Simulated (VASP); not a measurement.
GaSb:

```
Ga Sb
1.0
     0.00000    3.05900    3.05900
     3.05900    0.00000    3.05900
     3.05900    3.05900    0.00000
Ga Sb
1 1
Direct
  0.00000 0.00000 0.00000
  0.25000 0.25000 0.25000
```

| Item | Value |
| --- | --- |
| Program | VASP 6.6.1 |
| Task | relaxation of cell and atoms |
| Functional | PBE |
| Potentials or basis | VASP PAW PBE potentials, release 64 (Ga_d, Sb) |
| Cutoff | 520 eV |
| k mesh | 2 × 2 × 2 |
| Occupations | gaussian, width 0.02 eV |
| Spin | no spin polarisation |

At the start: pressure 9.4 GPa; volume 28.62 Å³/atom.

Where does the relaxation end?

Over 25 steps the energy falls by 245.7 meV/atom and the volume is 38.27 Å³/atom (+33.7 %); space group F-43m (No. 216, to 0.05 Å).

The path:
```tsv
step	energy change (eV)	largest force (eV/Å)	pressure (GPa)	volume (Å³)
1	0.0000	0.0000	9.39	57.25
2	-0.4742	0.0000	1.18	72.30
3	-0.4897	0.0000	0.44	75.30
4	-0.4675	0.0000	-1.42	81.57
5	-0.4913	0.0000	-0.04	76.67
6	-0.4912	0.0000	0.09	76.25
7	-0.4912	0.0000	0.09	76.25
8	-0.4912	0.0000	0.09	76.26
9	-0.4912	0.0000	0.10	76.26
10	-0.4912	0.0000	0.10	76.26
11	-0.4912	0.0000	0.10	76.26
12	-0.4912	0.0000	0.10	76.26
13	-0.4912	0.0000	0.10	76.26
14	-0.4912	0.0000	0.09	76.27
15	-0.4912	0.0000	0.09	76.27
16	-0.4913	0.0000	0.09	76.28
17	-0.4913	0.0000	0.08	76.31
18	-0.4913	0.0000	0.07	76.36
19	-0.4913	0.0000	0.04	76.46
20	-0.4913	0.0000	-0.01	76.67
21	-0.4913	0.0000	-0.01	76.63
22	-0.4913	0.0000	-0.01	76.55
23	-0.4913	0.0000	0.03	76.51
24	-0.4913	0.0000	0.01	76.54
25	-0.4913	0.0000	0.01	76.54
```

Final structure:
```
Ga Sb
1.0
     0.00000    3.36990    3.36990
     3.36990    0.00000    3.36990
     3.36990    3.36990    0.00000
Ga Sb
1 1
Direct
  0.00000 0.00000 0.00000
  0.25000 0.25000 0.25000
```

Caveat: the k mesh is coarse (spacing up to 0.89 Å⁻¹), so the values aren't converged; the volume moved by over 15 % at a fixed basis, so the end points are rough; the volume moved by +34 % from the deposited cell, more than functionals usually miss.
